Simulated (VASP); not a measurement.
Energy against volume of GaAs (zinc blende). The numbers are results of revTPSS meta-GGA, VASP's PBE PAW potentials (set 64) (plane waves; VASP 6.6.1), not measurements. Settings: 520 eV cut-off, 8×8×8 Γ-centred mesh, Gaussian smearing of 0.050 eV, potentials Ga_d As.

| V (Å³/atom) | E (eV/atom) |
|---|---|
| 22.109 | 2.31041 |
| 22.793 | 2.30532 |
| 23.477 | 2.30894 |
| 24.161 | 2.31998 |

**Question.** Fit these four points and predict the energy of the run at 21.425 Å³/atom.

**Answer.** A cubic in V^(−2/3), the third-order Birch-Murnaghan form, passes through the four points with V0 = 22.83 Å³/atom and B0 = 67 GPa, and gives 2.3257 eV/atom there. The run gave 2.3259 eV/atom, +0.2 meV/atom from the fit; all five points give B0 = 68 GPa.

The compound is GaAs in the zinc blende structure. It was relaxed first.
